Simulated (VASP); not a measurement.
Here is the system:

```xyz
6
Lattice="0.0000 4.1879 4.1879 4.1879 0.0000 4.1879 4.1879 4.1879 0.0000" Properties=species:S:1:pos:R:3 pbc="T T T"
Sn     1.0470     1.0470     1.0470
Sn     1.0470     3.1409     3.1409
Sn     3.1409     1.0470     3.1409
Sn     3.1409     3.1409     1.0470
Al     6.2818     6.2818     6.2818
Al     4.1879     4.1879     4.1879
```

Level of theory: PBE GGA, VASP's PBE PAW potentials (set 64) (plane waves; VASP 6.6.1). Settings: 300 eV cut-off, 5×5×5 Γ-centred mesh, Gaussian smearing of 0.27 eV, potentials Sn_d Al.

Task: Give the energies of bands 23 to 36 at the high-symmetry points, in eV from the Fermi level.

Result: 
```
band      Γ      X      U      L      W
----  -----  -----  -----  -----  -----
23    -5.17  -6.63  -7.48  -5.79  -7.25
24    -5.17  -6.63  -6.42  -5.79  -7.25
25    -5.17  -5.63  -5.38  -5.78  -3.88
26    -4.06  -5.63  -3.87  -3.51  -3.88
27    -3.77  -0.59  -2.06  -3.51  -3.11
28    -3.77  -0.59  -1.83  -3.44  -3.11
29    -3.77  -0.07  -1.30  -1.60   0.23
30    -2.05  -0.07  -1.14   0.15   0.23
31    -1.61   0.65   0.50   0.15   0.66
32    -1.61   0.65   1.22   0.19   0.66
33    -0.27   0.84   2.09   0.19   1.08
34    -0.27   0.84   2.16   0.25   1.08
35    -0.27   2.30   2.33   2.98   2.02
36     4.76   2.30   2.62   3.27   2.02
```

It has no gap at this level: it comes out as a metal or semimetal.

The structure was generated: AlSn2 was put into an ordered model structure, which need not be its known phase. The cell was not relaxed at this level.
